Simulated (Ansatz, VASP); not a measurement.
## MgV: VASP beside Ansatz

One calculation is typed for both programs; each brings its own data sets and cutoff. How far apart do they land? The cell is generated by rule, not measured, and may not be a known phase. The cell is taken from a series of VASP runs on this material, whose earlier steps may have relaxed, scaled or displaced it; both programs get it as it stands.

Program: Ansatz 0.2.0. Level of theory: plane waves, with VASP 6.6.1 beside it; relaxation of cell and atoms at PBE. Results are calculated unless marked as measured.

## Step 1: The structure

Symmetry: P6/mmm, No. 191, hexagonal system. The conventional cell has a = 2.741 Å, b = 2.741 Å, c = 5.378 Å, α = 90.00°, β = 90.00°, γ = 120.00°. Nearest to Mg lie 2 V at 2.69 Å and 6 Mg at 2.74 Å. V has 2 Mg at 2.69 Å and 6 V at 2.74 Å nearest. Farther neighbours are not listed.

As a file:

```cif
data_structure
_symmetry_space_group_name_H-M 'P 1'
_symmetry_Int_Tables_number 1
_cell_length_a 2.7411
_cell_length_b 2.7411
_cell_length_c 5.3784
_cell_angle_alpha 90.000
_cell_angle_beta 90.000
_cell_angle_gamma 120.000
_cell_volume 35.00
loop_
_atom_site_label
_atom_site_type_symbol
_atom_site_fract_x
_atom_site_fract_y
_atom_site_fract_z
_atom_site_occupancy
Mg1 Mg 0.00000 0.00000 0.50000 1
V2 V 0.00000 0.00000 0.00000 1
```

## Step 2: VASP: relaxation of cell and atoms, PBE

The relaxed volume is the usual yardstick between codes: its relative difference is about their pressure difference at one cell divided by the bulk modulus.

Lines of VASP's logs that name or quote its potential files are left out, and so is its time.

File INCAR:

```
SYSTEM = MgV
PREC = Accurate
ENCUT = 400
EDIFF = 1E-06
NELM = 100
ISMEAR = -1
SIGMA = 0.05
LREAL = .FALSE.
ALGO = Normal
GGA = PE
ISPIN = 2
MAGMOM = 0 2
LMAXMIX = 4
LORBIT = 11
LWAVE = .FALSE.
LCHARG = .FALSE.
IBRION = 2
NSW = 60
ISIF = 3
EDIFFG = -0.01
```

File POSCAR:

```
MgV
1.0
    2.7411344800      0.0000000000      0.0000000000
   -1.3705672400      2.3738920900      0.0000000000
    0.0000000000      0.0000000000      5.3784053400
Mg V
1 1
Direct
    0.0000000000      0.0000000000      0.5000000000
    0.0000000000      0.0000000000      0.0000000000
```

File KPOINTS:

```
Automatic mesh
0
Gamma
9 9 4
0 0 0
```

PAW data sets: Mg and V_sv (PBE family, release 64).

On the command line:

```
mpirun -np 1 vasp_std
```

Numbers of over 12 decimals in the logs are rounded to 6 here.

Output:

```text
[banner, memory and clock lines left out]
running    1 mpi-ranks, on    1 nodes
 distrk:  each k-point on    1 cores,    1 groups
 distr:  one band on    1 cores,    1 groups

 POSCAR found type information on POSCAR MgV
 POSCAR found :  2 types and       2 ions
 LDA part: xc-table for (Slater+PW92), standard interpolation
 POSCAR, INCAR and KPOINTS ok, starting setup
 FFT: planning ... GRIDC
 FFT: planning ... GRID_SOFT
 FFT: planning ... GRID
 WAVECAR not read
 entering main loop
       N       E                     dE             d eps       ncg     rms          rms(c)
DAV:   1     0.816380540834E+02    0.81638E+02   -0.67380E+03  1848   0.980E+02
DAV:   2    -0.780556869660E+01   -0.89444E+02   -0.86203E+02  1808   0.296E+02
DAV:   3    -0.976105044047E+01   -0.19555E+01   -0.18593E+01  2052   0.466E+01
DAV:   4    -0.978497273608E+01   -0.23922E-01   -0.23840E-01  1800   0.477E+00
DAV:   5    -0.978526577511E+01   -0.29304E-03   -0.29302E-03  1952   0.549E-01    0.140E+01
DAV:   6    -0.926242625336E+01    0.52284E+00   -0.90145E+00  1880   0.338E+01    0.559E+00
DAV:   7    -0.893165316973E+01    0.33077E+00   -0.21839E+00  1844   0.153E+01    0.249E+00
DAV:   8    -0.888158331005E+01    0.50070E-01   -0.24954E-01  1812   0.539E+00    0.730E-01
DAV:   9    -0.887930611771E+01    0.22772E-02   -0.12805E-02  1836   0.115E+00    0.492E-01
DAV:  10    -0.887960273051E+01   -0.29661E-03   -0.10086E-03  1816   0.361E-01    0.211E-01
DAV:  11    -0.887947448219E+01    0.12825E-03   -0.62848E-04  1776   0.341E-01    0.469E-02
DAV:  12    -0.887949862887E+01   -0.24147E-04   -0.74365E-05  1824   0.888E-02    0.165E-02
DAV:  13    -0.887949821266E+01    0.41621E-06   -0.51309E-06  1808   0.278E-02
   1 F= -.88794982E+01 E0= -.88705093E+01  d E =-.887950E+01  mag=     1.0017
 curvature:   0.00 expect dE= 0.000E+00 dE for cont linesearch  0.000E+00
 trial: gam= 0.00000 g(F)=  0.147E-64 g(S)=  0.821E-02 ort = 0.000E+00 (trialstep = 0.100E+01)
 search vector abs. value=  0.821E-02
 bond charge predicted
       N       E                     dE             d eps       ncg     rms          rms(c)
DAV:   1    -0.896286671769E+01   -0.83368E-01   -0.17667E+00  1752   0.210E+01    0.251E+00
DAV:   2    -0.891585984113E+01    0.47007E-01   -0.54855E-01  1900   0.885E+00    0.152E+00
DAV:   3    -0.888297405888E+01    0.32886E-01   -0.11144E-01  1860   0.347E+00    0.404E-01
DAV:   4    -0.888134484670E+01    0.16292E-02   -0.62686E-03  1788   0.871E-01    0.145E-01
DAV:   5    -0.888128131743E+01    0.63529E-04   -0.22426E-04  1784   0.170E-01    0.893E-02
DAV:   6    -0.888126282538E+01    0.18492E-04   -0.69346E-05  1788   0.981E-02    0.206E-02
DAV:   7    -0.888126473886E+01   -0.19135E-05   -0.89962E-06  1928   0.302E-02    0.897E-03
DAV:   8    -0.888126631657E+01   -0.15777E-05   -0.78182E-07   900   0.116E-02    0.302E-03
DAV:   9    -0.888126676627E+01   -0.44970E-06   -0.20702E-07   868   0.500E-03
   2 F= -.88812668E+01 E0= -.88728488E+01  d E =-.176855E-02  mag=     1.0126
 trial-energy change:   -0.001769  1 .order   -0.001843   -0.008208    0.004522
 step:   0.6367(harm=  0.6448)  dis= 0.00000  next Energy=    -8.882092 (dE=-0.259E-02)
 bond charge predicted
       N       E                     dE             d eps       ncg     rms          rms(c)
DAV:   1    -0.889257322059E+01   -0.11307E-01   -0.22711E-01  1752   0.753E+00    0.910E-01
DAV:   2    -0.888586752390E+01    0.67057E-02   -0.61521E-02  1880   0.305E+00    0.512E-01
DAV:   3    -0.888238810995E+01    0.34794E-02   -0.13329E-02  1852   0.120E+00    0.151E-01
DAV:   4    -0.888210114302E+01    0.28697E-03   -0.91789E-04  1812   0.352E-01    0.581E-02
DAV:   5    -0.888208399990E+01    0.17143E-04   -0.39479E-05  1788   0.749E-02    0.273E-02
DAV:   6    -0.888208192055E+01    0.20794E-05   -0.57624E-06  1884   0.270E-02    0.610E-03
DAV:   7    -0.888208109678E+01    0.82377E-06   -0.57003E-07   884   0.744E-03
   3 F= -.88820811E+01 E0= -.88734922E+01  d E =-.258288E-02  mag=     1.0090
 curvature:  -0.32 expect dE=-0.142E-06 dE for cont linesearch -0.196E-09
 trial: gam=-0.00022 g(F)=  0.352E-62 g(S)=  0.440E-06 ort = 0.223E-05 (trialstep = 0.927E+00)
 search vector abs. value=  0.439E-06
 reached required accuracy - stopping structural energy minimisation
```

OUTCAR, selected parts (step 2):

```text
ion  position               nearest neighbor table
   1  0.000  0.000  0.500-   2 2.69   2 2.69
   2  0.000  0.000  0.000-   1 2.69   1 2.69

  LATTYP: Found a hexagonal cell.
 ALAT       =     2.7411344800
 C/A-ratio  =     1.9621092578

 Subroutine GETGRP returns: Found 24 space group operations
 (whereof 24 operations were pure point group operations)

The static configuration has the point symmetry D_6h.

 Found     36 irreducible k-points:

   k-points           NKPTS =     36   k-points in BZ     NKDIM =     36   number of bands    NBANDS=     12

   dimension x,y,z NGX =    18 NGY =   18 NGZ =   36
   dimension x,y,z NGXF=    36 NGYF=   36 NGZF=   72

   ENCUT  =  400.0 eV  29.40 Ry    5.42 a.u.   4.47  4.47  8.77*2*pi/ulx,y,z

   NELECT =      15.0000    total number of electrons

 k-points in reciprocal lattice and weights: Automatic mesh
   0.00000000  0.00000000  0.00000000       0.003
   0.11111111 -0.00000000  0.00000000       0.019
   0.22222222  0.00000000  0.00000000       0.019
   0.33333333 -0.00000000  0.00000000       0.019
   0.44444444  0.00000000  0.00000000       0.019
   0.11111111  0.11111111  0.00000000       0.019
   0.22222222  0.11111111  0.00000000       0.037
   0.33333333  0.11111111  0.00000000       0.037
   0.44444444  0.11111111  0.00000000       0.019
[...]
0.33333333  0.22222222  0.50000000       0.037
   0.33333333  0.33333333  0.50000000       0.006

 average (electrostatic) potential at core
       1 -36.0413       2 -74.8169

 E-fermi :   5.5756

 spin component 1
 k-point     1 :       0.0000    0.0000    0.0000
  band No.  band energies     occupation
    ...
      3     -32.4273      1.00000
      4     -32.4273      1.00000
      5      -1.7403      1.00000
      6       2.3478      1.00000
      7       3.5030      1.00000
      8       5.6809      0.10852
      9       5.6809      0.10851
     10       6.4975      0.00000
     11       7.1147      0.00000
     12       7.1147      0.00000

 k-point     2 :       0.1111   -0.0000    0.0000
  band No.  band energies     occupation
    ...
      4     -32.4407      1.00000
      5      -1.4022      1.00000
      6       2.6879      1.00000
      7       3.5834      1.00000
      8       5.4735      0.88514
      9       5.9163      0.00110
     10       6.6152      0.00000
     11       7.0543      0.00000
     12       7.1550      0.00000

 k-point     3 :       0.2222    0.0000    0.0000
  band No.  band energies     occupation
    ...
      4     -32.4750      1.00000
      5      -0.4206      1.00000
      6       3.4748      1.00000
      7       3.7459      1.00000
      8       5.1355      0.99985
      9       6.5554      0.00000
     10       6.9040      0.00000
     11       6.9785      0.00000
     12       7.4271      0.00000

 k-point     4 :       0.3333   -0.0000    0.0000
  band No.  band energies     occupation
    ...
      4     -32.5141      1.00000
      5       1.1002      1.00000
      6       3.7257      1.00000
      7       3.8452      1.00000
      8       5.4138      0.96220
      9       6.7373      0.00000
     10       7.3799      0.00000
     11       7.7759      0.00000
     12       8.1991      0.00000

 k-point     5 :       0.4444    0.0000    0.0000
  band No.  band energies     occupation
    ...
      4     -32.5392      1.00000
      5       2.7378      1.00000
      6       3.7877      1.00000
      7       3.8610      1.00000
      8       5.0916      0.99994
      9       6.6308      0.00000
     10       7.9984      0.00000
     11       8.8458      0.00000
     12       9.2228      0.00000

 k-point     6 :       0.1111    0.1111    0.0000
  band No.  band energies     occupation
    ...
      4     -32.4702      1.00000
      5      -0.7415      1.00000
      6       3.2936      1.00000
      7       3.7086      1.00000
      8       5.1224      0.99988
      9       6.3635      0.00000
     10       6.8902      0.00000
     11       6.9064      0.00000
     12       7.3499      0.00000

  Total        0.0012352      0.0012352      0.0038960      0.0000000      0.0000000      0.0000000
  in kB        0.0560742      0.0560742      0.1768746      0.0000000      0.0000000      0.0000000
  external PRESSURE =       0.0963410 kB  Pullay stress =       0.0000000 kB

  energy-cutoff  :      400.00
  volume of cell :       35.29
      direct lattice vectors                 reciprocal lattice vectors
     2.757231577  0.000000000  0.000000000     0.362682630  0.209394915 -0.000000000
    -1.378615788  2.387832585 -0.000000000    -0.000000000  0.418789829 -0.000000000
     0.000000000  0.000000000  5.360341367    -0.000000000  0.000000000  0.186555283

 POSITION                                       TOTAL-FORCE (eV/Angst)
 -----------------------------------------------------------------------------------
     -1.37862      2.38783      2.68017         0.000000      0.000000      0.000000
      0.00000      0.00000      0.00000        -0.000000     -0.000000      0.000000
 -----------------------------------------------------------------------------------
    total drift:                               -0.000000      0.000000     -0.000000

  FREE ENERGIE OF THE ION-ELECTRON SYSTEM (eV)
  ---------------------------------------------------
  free  energy   TOTEN  =        -8.8820810968 eV

  energy  without entropy=       -8.8649033647  energy(sigma->0) =       -8.87349223

 reached required accuracy - stopping structural energy minimisation

 total charge
# of ion       s       p       d       tot
------------------------------------------
    1        0.232   0.177   0.024   0.433
    2        2.294   6.133   2.994  11.421
--------------------------------------------------
tot          2.527   6.310   3.017  11.854

 magnetization (x)
# of ion       s       p       d       tot
------------------------------------------
    1        0.001   0.001   0.001   0.003
    2        0.010   0.034   0.816   0.860
--------------------------------------------------
tot          0.011   0.035   0.817   0.863

[... 6 further parts left out ...]
```

CONTCAR:

```
MgV
   1.00000000000000
     2.7572315769256246    0.0000000000000000    0.0000000000000000
    -1.3786157884628123    2.3878325847789847   -0.0000000000000000
     0.0000000000000000    0.0000000000000000    5.3603413670650797
  Mg              V
     1     1
Direct
     0.0000000000000000    1.0000000000000000    0.5000000000000000
     0.0000000000000000    0.0000000000000000    0.0000000000000000
```

The cell holds one magnetic atom, so no antiferromagnetic order fits into it. The k-mesh is coarse for a metal. LASPH is off, so gradient terms of the non-spherical density inside the spheres are left out; for open d or f shells this can shift gaps and moments. The run keeps the 24 symmetry operations of its start, so it cannot find a distortion of lower symmetry.

(Part 1 of 2 ends here.)

[Lines on the potential files, build, host, timing and source positions are cut from VASP's logs without a mark.]

[Logs are printed without paths, hosts, clocks, repeated set-up lines and the standing remarks that a program may print on its own settings, such as how far it seeks lower states.]

[Hosts, paths, dates, database ids (printed as entryN), source tags and the programs' standing remarks are cut or masked in the printed files.]
